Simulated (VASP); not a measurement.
Input:

```
Mo3Si
1.0
    4.90896     0.00000     0.00000
    0.00000     4.90896     0.00000
    0.00000     0.00000     4.90896
Si Mo
2 6
Direct
  0.50000   0.50000   0.50000
  0.00000   0.00000   0.00000
  0.25000   0.00000   0.50000
  0.50000   0.25000   0.00000
  0.50000   0.75000   0.00000
  0.75000   0.00000   0.50000
  0.00000   0.50000   0.75000
  0.00000   0.50000   0.25000
```

Method: PBE GGA, VASP's PBE PAW potentials (set 64) (plane waves; VASP). Settings: 500 eV cut-off, 6×6×6 Γ-centred mesh, first-order Methfessel-Paxton smearing of 0.10 eV, potentials Si Mo_sv.

### Question
The ions, cell shape and volume at an external pressure of 5.0 GPa are relaxed. Which structure does the run end with?

### Answer

```
Mo3Si
1.0
    4.87793     0.00000     0.00000
    0.00000     4.87793     0.00000
    0.00000     0.00000     4.87793
Si Mo
2 6
Direct
  0.50000   0.50000   0.50000
  0.00000   0.00000   0.00000
  0.25000   0.00000   0.50000
  0.50000   0.25000   0.00000
  0.50000   0.75000   0.00000
  0.75000   0.00000   0.50000
  0.00000   0.50000   0.75000
  0.00000   0.50000   0.25000
```
Space group Pm-3n (223), at a tolerance of 0.03 Å.

### Question
How do energy and volume change from the first to the last step?

### Answer
The energy (σ→0) changes by +4.2 meV/atom and the volume by -1.9 %, in 3 ionic steps.

```tsv
step	E(σ→0) (eV)	max force (eV/Å)	pressure (GPa)	volume (Å³)
1	-78.9724	0.000	0.00	118.30
2	-78.5346	0.000	19.36	110.58
3	-78.9392	0.000	4.90	116.07
```

The compound is Mo3Si in the A15 structure. This run relaxes it under an external pressure of 5 GPa. Symmetry was kept, so distortions that lower it aren't found.
